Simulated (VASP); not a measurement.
A run of VASP 6.6.1 is set up as follows.

The input INCAR:

```
SYSTEM = ScAg3
PREC = Accurate ; ENCUT = 520
EDIFF = 1E-6 ; ISMEAR = 1
SIGMA = 0.05 ; LREAL = .FALSE.
LASPH = .TRUE. ; NELM = 100
ALGO = Normal ; ISIF = 2
LWAVE = .FALSE. ; LCHARG = .TRUE.
LELF = .TRUE. ; LVHAR = .TRUE.
NBANDS = 30
```

File KPOINTS:

```
Automatic mesh
0
G
  5 5 5
  0 0 0
```

File POSCAR:

```
ScAg3
1.0
    4.1298961610      0.0000000000      0.0000000000
    0.0000000000      4.1298961610      0.0000000000
    0.0000000000      0.0000000000      4.1298961610
Sc Ag
1 3
Direct
    0.0000000000      0.0000000000      0.0000000000
    0.0000000000      0.5000000000      0.5000000000
    0.5000000000      0.0000000000      0.5000000000
    0.5000000000      0.5000000000      0.0000000000
```

Potentials or basis: VASP PAW LDA potentials, release 64 (Sc_sv, Ag).

Launch:

```sh
$ cat potpaw_LDA.64/Sc_sv/POTCAR potpaw_LDA.64/Ag/POTCAR > POTCAR
$ mpirun -np 1 vasp_std > vasp.out
```

Predict the band gap on the k mesh.

none (metal or under the smearing width).

Predict the pressure.

-1.9 GPa.
